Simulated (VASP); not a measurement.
Consider the following.

```
CELL_PARAMETERS angstrom
      0.00000     2.46306     2.46306
      2.46306     0.00000     2.46306
      2.46306     2.46306     0.00000
ATOMIC_POSITIONS crystal
  Be 0.00000 0.00000 0.00000
  S  0.25000 0.25000 0.25000
```

All values below come from HSEsol screened hybrid, VASP's PBE PAW potentials (set 64) (plane waves; VASP). Run with 520 eV cut-off, 8×8×8 Γ-centred mesh, Gaussian smearing of 0.050 eV, potentials Be S.

### Question
Predict the energy per atom (σ→0), pressure, band gap (on the k-mesh) with the smallest direct gap where there is one.

### Answer

```json
{
 "band gap (on the k-mesh)": "4.04 eV",
 "smallest direct gap (on the k-mesh)": "6.54 eV",
 "energy per atom (σ→0)": "-5.886 eV/atom",
 "pressure": "-5.48 GPa"
}
```

The compound is BeS in the zinc blende structure. This cell is one point of a volume scan, at 1.03 of the reference volume. The cell's shape comes from a PBE relaxation.
